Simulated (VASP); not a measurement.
An input for Quantum ESPRESSO's pw.x (written as the equivalent of a VASP run, and not itself run):

```
&CONTROL
  calculation = 'vc-relax'
  pseudo_dir = './pseudo'
  outdir = './out'
  tprnfor = .true.
  tstress = .true.
  nstep = 60
  forc_conv_thr = 0.00078
/
&SYSTEM
  ibrav = 0
  nat = 3
  ntyp = 2
  ecutwfc = 86
  occupations = 'smearing'
  smearing = 'methfessel-paxton'
  degauss = 0.00735
  input_dft = 'pbe'
/
&ELECTRONS
  conv_thr = 7.3e-08
  electron_maxstep = 100
/
&IONS
/
&CELL
/
ATOMIC_SPECIES
  Se 78.971 Se.upf
  H 1.008 H.upf
CELL_PARAMETERS angstrom
     0.0000000    2.4564772    2.4564772
     2.4564772    0.0000000    2.4564772
     2.4564772    2.4564772   -0.0000000
ATOMIC_POSITIONS crystal
  Se   0.0000000  0.0000000  0.0000000
  H    0.2500000  0.2500000  0.2500000
  H    0.7500000  0.7500000  0.7500000
K_POINTS automatic
  10 10 10 0 0 0
```

Q: Translate this input to VASP (INCAR, KPOINTS, POSCAR, choice of POTCAR).

A: This is not unique; one that fits is 
### KPOINTS
```
Automatic
0
gamma
 10 10 10
0 0 0
```

INCAR:
```
# general
SYSTEM  = H2Se
PREC    = Accurate
ENCUT   = 400
LREAL   = .False.   # projection in real space or not
LASPH   = .True.   # aspherical one-centre terms

# electronic loop
EDIFF   = 1E-6
NELM    = 100
ALGO    = Normal   # blocked Davidson
LMAXMIX = 4

# smearing
ISMEAR  = 1
SIGMA   = 0.1   # width (eV)

# functional
GGA     = PE

# ions
IBRION  = 2   # conjugate gradients
NSW     = 60
ISIF    = 3   # ions, shape and volume
EDIFFG  = -0.02   # ionic stop

# output
LWAVE   = .False.
LCHARG  = .False.
```

File POSCAR:
```
H2Se
1
    0.0000000000     2.4564771839     2.4564771839
    2.4564771839     0.0000000000     2.4564771839
    2.4564771839     2.4564771839    -0.0000000000
Se H
1 2
Direct
  0.0000000000   0.0000000000   0.0000000000
  0.2500000000   0.2500000000   0.2500000000
  0.7500000000   0.7500000000   0.7500000000
```

POTCAR, in this order: Se H (PBE.64 set). Program: vasp_std.

What does not carry over: the potentials are each code's own (VASP's PAW set, PseudoDojo norm-conserving files in pw.x), so ENCUT and ecutwfc are chosen apart and not converted; conv_thr bounds pw.x's estimated SCF error, while EDIFF bounds the energy change between steps; forc_conv_thr acts on force components and is met together with etot_conv_thr.

The structure comes from a measured H2Se entry (Fm-3m) of the Crystallography Open Database, whose conditions weren't checked. This run relaxes it. Symmetry was kept, so distortions that lower it aren't found. The start is the result of an earlier pass.
